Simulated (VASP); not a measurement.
An input for Ansatz (written as the equivalent of a VASP run, and not itself run):

Ansatz 0.2 input:
```yaml
crystal:
  lattice:
    - [4.2828500, 0.0000000, 0.0000000]
    - [0.0000000, 4.2828500, 0.0000000]
    - [0.0000000, 0.0000000, 4.2828500]
  atoms:
    - { symbol: Cs, position: [0.0000000, 0.0000000, 0.0000000] }
    - { symbol: Au, position: [0.5000000, 0.5000000, 0.5000000] }
kpoints:
  mp_grid: { grid: [6, 6, 6] }
hamiltonian:
  xc: r2scan
  pseudopotentials: { kind: paw }
scf:
  occupations: { method: gaussian, width: 0.05 }
  max_iter: 100
relax:
  max_steps: 60
  f_tol: 0.01
  cell: {}
output: { forces: true, stress: true, eigenvalues: true }
```

Problem. Write the VASP files for the same calculation (r2SCAN).

Solution. Several could match; the one computed here: 
### KPOINTS
```
Automatic mesh
0
Gamma
6 6 6
0 0 0
```

### INCAR
```
# general
SYSTEM   =  CsAu
PREC     =  Accurate
ENCUT    =  400   # plane-wave cut-off (eV)
LREAL    =  F   # projection in real space or not
LASPH    =  T   # aspherical one-centre terms

# electronic loop
EDIFF    =  1E-6   # SCF stop (eV)
NELM     =  100
ALGO     =  Normal
LMAXMIX  =  6   # l cut-off of mixed one-centre charges
LMIXTAU  =  T

# smearing
ISMEAR   =  0
SIGMA    =  0.05   # width (eV)

# functional
METAGGA  =  R2SCAN

# ions
IBRION   =  2
NSW      =  60   # most ionic steps
ISIF     =  3   # ions, shape and volume
EDIFFG   =  -0.01   # ionic stop

# output
LWAVE    =  F
LCHARG   =  F
```

POSCAR:
```
CsAu
1
    4.2828500000     0.0000000000     0.0000000000
    0.0000000000     4.2828500000     0.0000000000
    0.0000000000     0.0000000000     4.2828500000
Cs Au
1 1
Direct
  0.0000000000   0.0000000000   0.0000000000
  0.5000000000   0.5000000000   0.5000000000
```

POTCAR, in this order: Cs_sv Au (PBE.64 set). Program: vasp_std.

The two are equivalent in intent, not identical: each code has its own PAW files, so the cut-off isn't converted (ENCUT is set for VASP's; basis.ecutwfc is left out, and Ansatz then takes the one that its files recommend); Ansatz stops its SCF on the density residual and VASP on the energy change (EDIFF).

The structure comes from a computed database's CsAu entry (Pm-3m); how it stands against other phases isn't given here. This run relaxes it. Symmetry was kept, so distortions that lower it aren't found.
